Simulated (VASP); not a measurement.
Consider the following.

```yaml
crystal:
  lattice:
    - [-1.63106, 1.63106, 1.63106]
    - [1.63106, -1.63106, 1.63106]
    - [1.63106, 1.63106, -1.63106]
  atoms:
    - { symbol: Nb, position: [0.00000, 0.00000, 0.00000] }
```

Level of theory: SCAN meta-GGA, VASP's PBE PAW potentials (set 64) (plane waves; VASP 6.6.1). Settings: 520 eV cut-off, 15×15×15 Γ-centred mesh, first-order Methfessel-Paxton smearing of 0.10 eV, potentials Nb_sv.

Problem. Give the stress tensor in GPa (positive for a compressed cell).

Solution. 
```
5.47  0.00  0.00
0.00  5.47  0.00
0.00  0.00  5.47
```
The pressure is its mean diagonal, 5.47 GPa.

The compound is Nb in the bcc structure. This cell is one point of a volume scan, at 0.97 of the reference volume.
